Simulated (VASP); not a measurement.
Given:

```yaml
crystal:
  lattice:
    - [1.23485, -2.13883, 0.00000]
    - [1.23485, 2.13883, 0.00000]
    - [0.00000, 0.00000, 3.98821]
  atoms:
    - { symbol: Co, position: [0.33333, 0.66667, 0.25000], spin: 1.6 }
    - { symbol: Co, position: [0.66667, 0.33333, 0.75000], spin: 1.6 }
```

Level of theory: PBE GGA with D4 dispersion, VASP's PBE PAW potentials (set 64) (plane waves; VASP). Settings: 520 eV cut-off, Gaussian smearing of 0.050 eV, potentials Co.

Task: Give the spin-up energies of bands 1 to 12 at the high-symmetry points, in eV from the Fermi level.

Result: 
```
band      Γ      M      K      A      L      H
----  -----  -----  -----  -----  -----  -----
1     -9.07  -4.88  -4.42  -6.79  -5.11  -3.92
2     -5.26  -4.84  -4.01  -6.79  -5.11  -3.92
3     -2.63  -4.57  -4.01  -2.95  -3.83  -3.79
4     -2.62  -2.79  -3.72  -2.95  -3.83  -3.79
5     -2.62  -2.56  -2.89  -2.69  -1.79  -2.98
6     -2.29  -2.54  -2.89  -2.69  -1.79  -2.98
7     -2.29  -2.19  -1.92  -2.69  -1.03  -1.89
8     -1.93  -0.64  -0.88  -2.69  -1.03  -1.89
9     -1.93  -0.54  -0.88  -1.10  -0.55  -0.72
10    -0.78  -0.48  -0.76  -1.10  -0.55  -0.72
11    -0.78   1.39   4.61  -1.10   1.66   5.88
12    -0.07   3.47   5.49  -1.10   1.66   5.88
```

Task: Give the spin-down energies of bands 1 to 12 at the high-symmetry points, in eV from the Fermi level.

Result: 
| band | Γ | M | K | A | L | H |
|---|---|---|---|---|---|---|
| 1 | -9.08 | -4.00 | -3.14 | -6.72 | -4.12 | -2.70 |
| 2 | -4.34 | -3.71 | -2.97 | -6.72 | -4.12 | -2.70 |
| 3 | -1.03 | -3.39 | -2.97 | -1.60 | -2.48 | -2.63 |
| 4 | -1.02 | -1.92 | -2.76 | -1.60 | -2.48 | -2.63 |
| 5 | -1.02 | -1.19 | -1.44 | -1.09 | -0.09 | -1.81 |
| 6 | -0.64 | -1.08 | -1.44 | -1.09 | -0.09 | -1.81 |
| 7 | -0.64 | -0.65 | -0.34 | -1.09 | 0.25 | -0.21 |
| 8 | -0.20 | 1.20 | 0.92 | -1.09 | 0.25 | -0.21 |
| 9 | -0.20 | 1.34 | 0.92 | 0.72 | 1.31 | 1.10 |
| 10 | -0.13 | 1.38 | 1.09 | 0.72 | 1.31 | 1.10 |
| 11 | 1.07 | 2.61 | 5.38 | 0.72 | 2.27 | 6.50 |
| 12 | 1.07 | 4.43 | 6.23 | 0.72 | 2.27 | 6.50 |

It has no gap at this level: it comes out as a metal or semimetal.

The compound is Co in the hcp structure. It was relaxed first, which changed the volume by -5 %.
